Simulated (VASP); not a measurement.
Energy against volume of Cr (bcc, AFM order). Level of theory: PBEsol GGA, VASP's PBE PAW potentials (set 64) (plane waves; VASP). Numerical set-up: 520 eV cut-off, 13×13×13 Γ-centred mesh, first-order Methfessel-Paxton smearing of 0.10 eV, potentials Cr_pv.

```json
[
 {"V (Å³/atom)": "10.792", "E (eV/atom)": "-10.23247"},
 {"V (Å³/atom)": "11.126", "E (eV/atom)": "-10.24236"},
 {"V (Å³/atom)": "11.460", "E (eV/atom)": "-10.23428"},
 {"V (Å³/atom)": "11.794", "E (eV/atom)": "-10.21088"}
]
```

### Question
Fit these four points and predict the energy of the run at 10.459 Å³/atom.

### Answer
A cubic in V^(−2/3), the third-order Birch-Murnaghan form, passes through the four points with V0 = 11.13 Å³/atom and B0 = 286 GPa, and gives -10.2016 eV/atom there. The run gave -10.2018 eV/atom, -0.2 meV/atom from the fit; all five points give B0 = 285 GPa.

The compound is Cr in the bcc, AFM order structure. It was relaxed first, which changed the volume by -7 %.
